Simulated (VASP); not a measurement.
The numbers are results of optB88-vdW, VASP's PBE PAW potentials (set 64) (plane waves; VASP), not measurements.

A VASP calculation is set up with these files.

POSCAR:
```
ZnS
6.2954730
  0.3048857324  -0.5280775722   0.0000000000
  0.3048857324   0.5280775722   0.0000000000
  0.0000000000   0.0000000000   1.0000000225
Zn S
2 2
Cartesian
  0.3048857324  -0.1760262094   0.5002404410
  0.3048857324   0.1760262094   0.0002404297
  0.3048857324  -0.1760262094   0.8747595900
  0.3048857324   0.1760262094   0.3747595787
```

INCAR:
```
LEFG = .TRUE.
LORBIT = 11   ! lm-projected
ISMEAR = -5   ! tetrahedra, Bloechl
ISIF = 2
GGA = BO
PARAM1 = 0.1833333333
SYSTEM = ZnS
ALGO = Normal   ! blocked Davidson
LCHARG = .TRUE.
NELM = 100
LWAVE = .FALSE.
PREC = Accurate
LASPH = .TRUE.   ! aspherical one-centre terms
LMAXMIX = 4
AGGAC = 0.0
ENCUT = 520   ! plane-wave cut-off (eV)
LREAL = .FALSE.
PARAM2 = 0.22
EDIFF = 1E-7
LUSE_VDW = .TRUE.
NEDOS = 601
```

**KPOINTS**
```
Automatic mesh
0
Gamma
  8 8 4
0 0 0
```

POTCAR, in this order: Zn S (PBE.64 set). Program: vasp_std.

Output

File OSZICAR:
```
       N       E                     dE             d eps       ncg     rms          rms(c)
DAV:   1     0.245809314946E+03    0.24581E+03   -0.17683E+04  1320   0.196E+03
DAV:   2     0.168500452298E+02   -0.22896E+03   -0.22388E+03  1410   0.378E+02
DAV:   3    -0.473121014671E+01   -0.21581E+02   -0.21501E+02  1548   0.118E+02
DAV:   4    -0.522406159612E+01   -0.49285E+00   -0.49233E+00  1566   0.184E+01
DAV:   5    -0.523326340959E+01   -0.92018E-02   -0.92010E-02  1616   0.243E+00    0.927E+00
DAV:   6    -0.434699574673E+01    0.88627E+00   -0.19661E+00  2070   0.392E+01    0.729E+00
DAV:   7    -0.438388922863E+01   -0.36893E-01   -0.18658E+00  1500   0.766E+00    0.336E+00
DAV:   8    -0.436723102760E+01    0.16658E-01   -0.15875E-01  1812   0.515E+00    0.109E+00
DAV:   9    -0.436658327501E+01    0.64775E-03   -0.19162E-02  1818   0.286E+00    0.226E-01
DAV:  10    -0.436675147903E+01   -0.16820E-03   -0.22101E-03  1572   0.381E-01    0.112E-01
DAV:  11    -0.436679191515E+01   -0.40436E-04   -0.44722E-05  1570   0.579E-02    0.745E-02
DAV:  12    -0.436684408430E+01   -0.52169E-04   -0.67870E-05  1422   0.772E-02    0.126E-02
DAV:  13    -0.436684201654E+01    0.20678E-05   -0.50524E-06  2032   0.372E-02    0.763E-03
DAV:  14    -0.436684203459E+01   -0.18051E-07   -0.39419E-06  1770   0.153E-02    0.405E-03
DAV:  15    -0.436684186874E+01    0.16584E-06   -0.67056E-07  1764   0.117E-02    0.146E-03
DAV:  16    -0.436684188993E+01   -0.21188E-07   -0.25316E-08   852   0.212E-03
   1 F= -.43668419E+01 E0= -.43668419E+01  d E =0.000000E+00
```

File OUTCAR:
```
------------------------ aborting loop because EDIFF is reached ----------------------------------------
  FORCE on cell =-STRESS in cart. coord.  units (eV):
  Direction    XX          YY          ZZ          XY          YZ          ZX
  --------------------------------------------------------------------------------------
  Total       -0.0169191     -0.0169191      0.0623783      0.0000000     -0.0000000      0.0000000
  in kB       -0.3373942     -0.3373942      1.2439245      0.0000000     -0.0000000      0.0000000
  external PRESSURE =       0.1897120 kB  Pullay stress =       0.0000000 kB
  volume of cell :       80.34
      direct lattice vectors                 reciprocal lattice vectors
     1.919399896 -3.324498097  0.000000000     0.260498086 -0.150398642  0.000000000
     1.919399896  3.324498097  0.000000000     0.260498086  0.150398642  0.000000000
     0.000000000  0.000000000  6.295473142     0.000000000  0.000000000  0.158844296
  FREE ENERGIE OF THE ION-ELECTRON SYSTEM (eV)
  ---------------------------------------------------
  free  energy   TOTEN  =        -4.3668418899 eV

  energy  without entropy=       -4.3668418899  energy(sigma->0) =       -4.36684189

 total charge

# of ion       s       p       d       tot
------------------------------------------
    1        0.521   0.461   9.805  10.788
    2        0.521   0.461   9.805  10.788
    3        1.324   2.433   0.000   3.757
    4        1.324   2.433   0.000   3.757
--------------------------------------------------
tot          3.691   5.787  19.610  29.089

 Electric field gradients after diagonalization (V/A^2)
 (convention: |V_zz| > |V_xx| > |V_yy|)
----------------------------------------------------------------------
 ion       V_xx      V_yy      V_zz     asymmetry (V_yy - V_xx)/ V_zz
----------------------------------------------------------------------
   1      -0.305    -0.298     0.603       0.011
   2      -0.305    -0.298     0.603       0.011
   3      -1.223    -1.223     2.446       0.000
   4      -1.223    -1.223     2.446       0.000
```
(Selected blocks of OUTCAR.)

The compound is ZnS in the wurtzite structure, the high-temperature form. It was relaxed first.
